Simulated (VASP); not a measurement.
# Li3ZrN2 (P-3m1) in VASP: a series of runs, part 2 of 2

VASP 6.6.1. Earlier steps stand in the parts before.

## 3. Relaxation of cell and atoms, PBE

This run uses another cell than the first one, of 9.07 Å³/atom, 1.011 times its volume.

The input, INCAR:

```
SYSTEM = Li3ZrN2
  PREC = Accurate
  ENCUT = 520
  EDIFF = 1E-7
  ISMEAR = 0
  SIGMA = 0.1
  LREAL = .False.
  LASPH = .True.
  NELM = 120
  ALGO = Normal
  ISIF = 3
  LWAVE = .False.
  LCHARG = .False.
  GGA = PE
  IBRION = 2
  NSW = 60
  EDIFFG = -0.005
  POTIM = 0.3
  KPAR = 4
```

The input, KPOINTS:

```
Automatic mesh
0
Gamma
  10 10 6
  0 0 0
```

The input, POSCAR:

```
Li3ZrN2                                 
1.0
    3.3104427930     -0.0000000000      0.0000000000
   -1.6552214015      2.8669275567     -0.0000000000
   -0.0000000000      0.0000000000      5.7338661525
  Li              Zr              N             
     3     1     2
Direct
     0.0000000000000000    0.0000000000000000    0.5000000000000000
     0.3333333300000021    0.6666666699999979    0.6638654365556987
     0.6666666699999979    0.3333333300000021    0.3361345634443013
     0.0000000000000000    0.0000000000000000    0.0000000000000000
     0.6666666699999979    0.3333333300000021    0.7495767815306944
     0.3333333300000021    0.6666666699999979    0.2504232184693058
```

Potentials or basis: VASP PAW PBE potentials, release 64 (Li_sv, Zr_sv, N).

Run with:

```console
cat potpaw_PBE.64/Li_sv/POTCAR potpaw_PBE.64/Zr_sv/POTCAR potpaw_PBE.64/N/POTCAR > POTCAR
mpirun -np 4 vasp_std > vasp.out
```

OUTCAR:

```text
SYSTEM = Li3ZrN2
   PREC = Accurate
   ENCUT = 520
   EDIFF = 1E-7
   ISMEAR = 0
   LREAL = .False.
   LASPH = .True.
   NELM = 120
   ISIF = 3
   GGA = PE
   IBRION = 2
   NSW = 60
   EDIFFG = -0.005
   POTIM = 0.3

 ion  position               nearest neighbor table
   1  0.000  0.000  0.500-   2 2.13   3 2.13   3 2.13   2 2.13   3 2.13   2 2.13   4 2.87   4 2.87

   2  0.333  0.667  0.664-   5 1.97   5 1.97   5 1.97   1 2.13   1 2.13   1 2.13   4 2.71   4 2.71
                             4 2.71
   3  0.667  0.333  0.336-   6 1.97   6 1.97   6 1.97   1 2.13   1 2.13   1 2.13   4 2.71   4 2.71
                             4 2.71
   4  0.000  0.000  0.000-   5 2.39   6 2.39   5 2.39   6 2.39   5 2.39   6 2.39   2 2.71   3 2.71
                             2 2.71   3 2.71   3 2.71   2 2.71   1 2.87   1 2.87
   5  0.667  0.333  0.750-   2 1.97   2 1.97   2 1.97   4 2.39   4 2.39   4 2.39
   6  0.333  0.667  0.250-   3 1.97   3 1.97   3 1.97   4 2.39   4 2.39   4 2.39

  LATTYP: Found a hexagonal cell.
 ALAT       =     3.3104427930
 C/A-ratio  =     1.7320541423

  Lattice vectors:

 A1 = (   3.3104427930,   0.0000000000,   0.0000000000)
 A2 = (  -1.6552214015,   2.8669275567,   0.0000000000)
 A3 = (   0.0000000000,   0.0000000000,   5.7338661525)

Analysis of symmetry for initial positions (statically):
=====================================================================
 Subroutine PRICEL returns:
 Original cell was already a primitive cell.

 Routine SETGRP: Setting up the symmetry group for a
 hexagonal supercell.

 Subroutine GETGRP returns: Found 12 space group operations
 (whereof 12 operations were pure point group operations)
 out of a pool of 24 trial point group operations.

The static configuration has the point symmetry D_3d.

[... 199 lines left out ...]
     -0.00000      1.91129      1.43589        -0.000000      0.000000     -0.006833
 -----------------------------------------------------------------------------------
    total drift:                               -0.000000     -0.000000      0.000000

  FREE ENERGIE OF THE ION-ELECTRON SYSTEM (eV)
  ---------------------------------------------------
  free  energy   TOTEN  =       -35.1462468730 eV

  energy  without entropy=      -35.1394987311  energy(sigma->0) =      -35.14287280

--------------------------------------- Ionic step        2  -------------------------------------------

 number of electron      30.9999999 magnetization

 Free energy of the ion-electron system (eV)
  ---------------------------------------------------
  ext. energy  EPLUGINS =         0.00000000
  ---------------------------------------------------
  free energy    TOTEN  =       -35.14625169 eV

  energy without entropy =      -35.13950463  energy(sigma->0) =      -35.14287816

 E-fermi :   8.3958     XC(G=0): -11.3013

 val. band max:        8.3937204850   @ k =   0.3000   0.2000   0.5000
 cond. band min:       8.4030899227   @ k =   0.4000   0.2000   0.3333
 fundamental gap:      0.0093694377
 Fermi energy:         8.3957965373

 k-point     1 :       0.0000    0.0000    0.0000
  band No.  band energies     occupation
      1     -41.1379      2.00000
      2     -39.2946      2.00000
      3     -37.7226      2.00000
      4     -37.7131      2.00000
      5     -19.3211      2.00000
      6     -18.9099      2.00000
[... 505 lines left out ...]
      6     -19.1706      2.00000
[... 11 lines left out ...]
     18      11.9028      0.00000
     19      12.3788      0.00000

 [... further k-points ...]

------------------------ aborting loop because EDIFF is reached ----------------------------------------

  FORCE on cell =-STRESS in cart. coord.  units (eV):
  Direction    XX          YY          ZZ          XY          YZ          ZX
  --------------------------------------------------------------------------------------
  -------------------------------------------------------------------------------------
  Total       -0.0040246     -0.0040246      0.0162072      0.0000000      0.0000000     -0.0000000
  in kB       -0.1184896     -0.1184896      0.4771571      0.0000000      0.0000000     -0.0000000
  external PRESSURE =       0.0800593 kB  Pullay stress =       0.0000000 kB

 VOLUME and BASIS-vectors are now :
 -----------------------------------------------------------------------------
  energy-cutoff  :      520.00
  volume of cell :       54.42
      direct lattice vectors                 reciprocal lattice vectors
     3.310315434  0.000000000 -0.000000000     0.302086016  0.174409443  0.000000000
    -1.655157722  2.866817261  0.000000000    -0.000000000  0.348818885  0.000000000
    -0.000000000 -0.000000000  5.734407458     0.000000000 -0.000000000  0.174385934

 POSITION                                       TOTAL-FORCE (eV/Angst)
 -----------------------------------------------------------------------------------
     -0.00000     -0.00000      2.86720         0.000000     -0.000000      0.000000
     -0.00000      1.91121      3.80682         0.000000      0.000000      0.000081
      1.65516      0.95561      1.92758        -0.000000     -0.000000     -0.000081
      0.00000      0.00000     -0.00000         0.000000      0.000000      0.000000
      1.65516      0.95561      4.29858        -0.000000     -0.000000      0.004984
     -0.00000      1.91121      1.43583         0.000000      0.000000     -0.004984
 -----------------------------------------------------------------------------------
    total drift:                               -0.000000     -0.000000      0.000000

  FREE ENERGIE OF THE ION-ELECTRON SYSTEM (eV)
  ---------------------------------------------------
  free  energy   TOTEN  =       -35.1462516890 eV

  energy  without entropy=      -35.1395046253  energy(sigma->0) =      -35.14287816

 reached required accuracy - stopping structural energy minimisation
```

It took 15 s on 4 MPI ranks of AMD EPYC 9R45 (Zen 5), shared host; peak memory 0.22 GiB.

These settings aren't checked as converged: the numbers below hold their error.

Results:

| Item | Value |
| --- | --- |
| Free energy | -35.1463 eV |
| Energy gained by relaxing | 0.0 meV/atom |
| Ionic steps | 2 |
| Largest force after relaxing | 0.005 eV/Å |
| Band gap on the k mesh | none (metal or under the smearing width) |

Caveat: the cutoff is under 1.25 times the usual one of these potentials, so pressure, stress and relaxed cells hold a basis-set (Pulay) error.

## 4. Single point, r2SCAN

This run uses another cell than the first one, of 9.07 Å³/atom, 1.011 times its volume.

The input, INCAR:

```
SYSTEM = Li3ZrN2
PREC = Accurate
ENCUT = 520
EDIFF = 1E-6
ISMEAR = 0
SIGMA = 0.1
LREAL = .False.
LASPH = .True.
NELM = 150
ALGO = Normal
ISIF = 2
LWAVE = .False.
LCHARG = .False.
METAGGA = R2SCAN
LMIXTAU = .True.
KPAR = 4
```

The input, KPOINTS:

```
regular mesh
0
Gamma
  10 10 6
  0 0 0
```

The input, POSCAR:

```
Li3ZrN2                                 
1.0
    3.3103154341      0.0000000000     -0.0000000000
   -1.6551577221      2.8668172607      0.0000000000
   -0.0000000000     -0.0000000000      5.7344074577
  Li              Zr              N             
     3     1     2
Direct
     0.0000000000000000    0.0000000000000000    0.5000000000000000
     0.3333333300000021    0.6666666699999979    0.6638562954270950
     0.6666666699999979    0.3333333300000021    0.3361437045729049
     0.0000000000000000    0.0000000000000000    0.0000000000000000
     0.6666666699999979    0.3333333300000021    0.7496112765530598
     0.3333333300000021    0.6666666699999979    0.2503887234469402
```

Run with:

```console
cat potpaw_PBE.64/Li_sv/POTCAR potpaw_PBE.64/Zr_sv/POTCAR potpaw_PBE.64/N/POTCAR > POTCAR
mpirun -np 4 vasp_std > vasp.out
```

Run time: 82 s. Hardware: 4 MPI ranks of AMD EPYC 9R45 (Zen 5), shared host; peak memory 0.22 GiB.

The run converged. Its results:

```yaml
Free_energy: -53.2519 eV
Largest_force: 0.034 eV/Å
Band_gap_on_the_k_mesh: none (metal or under the smearing width)
```

Forces on the atoms (eV/Å):
```
Li   0.000  0.000  0.000
Li   0.000  0.000 -0.034
Li   0.000  0.000  0.034
Zr   0.000  0.000  0.000
N    0.000  0.000  0.005
N    0.000  0.000 -0.005
```

Levels at points of the mesh, in eV from the Fermi level:
```
           k point  band 12  band 13  band 14  band 15  band 16  band 17  band 18  band 19
(0.00, 0.00, 0.00)    -4.24    -2.58    -2.53    -2.53     0.32     1.05     1.05     3.31
(0.50, 0.00, 0.00)    -4.77    -4.47    -4.42    -3.92    -0.80     3.53     3.58     4.75
(0.00, 0.00, 0.50)    -4.12    -4.12    -2.76    -2.76     0.90     0.90     1.08     4.13
(0.50, 0.00, 0.50)    -5.19    -4.95    -3.23    -3.02    -1.51     3.23     3.57     3.78
```

Caveat: the cutoff is under 1.25 times the usual one of these potentials, so pressure, stress and relaxed cells hold a basis-set (Pulay) error; the PAW data sets were made with another functional, which shifts forces and pressure a little.
